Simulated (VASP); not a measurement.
Ag:

```
Ag
1.0
     0.00000    2.04275    2.04275
     2.04275    0.00000    2.04275
     2.04275    2.04275    0.00000
Ag
1
Direct
  0.00000 0.00000 0.00000
```

| Item | Value |
| --- | --- |
| Program | VASP 6.6.1 |
| Task | relaxation of cell and atoms |
| Functional | PBEsol |
| Potentials or basis | VASP PAW PBE potentials, release 64 (Ag) |
| Cutoff | 600 eV |
| k mesh | 16 × 16 × 16 |
| Occupations | methfessel-paxton, width 0.1 eV |
| Spin | no spin polarisation |

At the start: pressure -2.8 GPa; volume 17.05 Å³/atom.

Task: Where does the relaxation end?

Result: Over 3 steps the energy falls by 3.8 meV/atom and the volume is 16.63 Å³/atom (-2.5 %); space group Fm-3m (No. 225, to 0.05 Å).

Step by step:
```tsv
step	energy change (eV)	largest force (eV/Å)	pressure (GPa)	volume (Å³)
1	0.0000	0.0000	-2.79	17.05
2	-0.0017	0.0000	2.30	16.33
3	-0.0038	0.0000	-0.01	16.63
```

Final structure:
```yaml
crystal:
  lattice:
    - [0.00000, 2.02576, 2.02576]
    - [2.02576, 0.00000, 2.02576]
    - [2.02576, 2.02576, 0.00000]
  atoms:
    - { symbol: Ag, position: [0.00000, 0.00000, 0.00000] }
```

Caveat: the PAW data sets were made with another functional, which shifts forces and pressure a little.
